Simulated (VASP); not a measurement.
Given:

```
CdMg
1.0
    3.44110     0.00000     0.00000
    0.00000     3.44110     0.00000
    0.00000     0.00000     3.44110
Mg Cd
1 1
Cartesian
  1.72055   1.72055   1.72055
  0.00000   0.00000   0.00000
```

Calculation: PBEsol GGA with spin-orbit coupling, VASP's PBE PAW potentials (set 64) (plane waves; VASP). Settings: 400 eV cut-off, 10×10×10 Γ-centred mesh, Gaussian smearing of 0.050 eV, potentials Mg Cd.

### Question
Predict the energy per atom (σ→0), band gap (over mesh and band path) with the smallest direct gap where there is one.

### Answer

* **band gap (over mesh and band path)**: none (metal, semimetal or under 0.01 eV)
* **energy per atom (σ→0)**: -1.596 eV/atom

Only differences to runs with the same potentials and settings are physical.

The structure comes from a computed database's MgCd entry (Pm-3m); how it stands against other phases isn't given here. It was relaxed first.
